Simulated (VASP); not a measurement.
Given:

```xyz
2
Lattice="0.0000 2.8057 2.8057 2.8057 0.0000 2.8057 2.8057 2.8057 0.0000" Properties=species:S:1:pos:R:3 pbc="T T T"
Be     0.0000     0.0000     0.0000
Te     1.4029     1.4029     1.4029
```

All values below come from PBE GGA, VASP's PBE PAW potentials (set 64) (plane waves; VASP). Settings: 520 eV cut-off, 8×8×8 Γ-centred mesh, Gaussian smearing of 0.050 eV, potentials Be Te.

Q: The job: BeTe (zinc blende), 2 atoms, PBE, static run, 520 eV, 8×8×8 Γ-centred mesh. Roughly how much core time does it take on a busy server core?

A: About 6 core-seconds (one run on a shared machine, a rough figure). It had 29 irreducible k-points, 8 bands, up to 1243 plane waves and 13 electronic steps.

The compound is BeTe in the zinc blende structure. This cell is one point of a volume scan, at 0.97 of the reference volume.
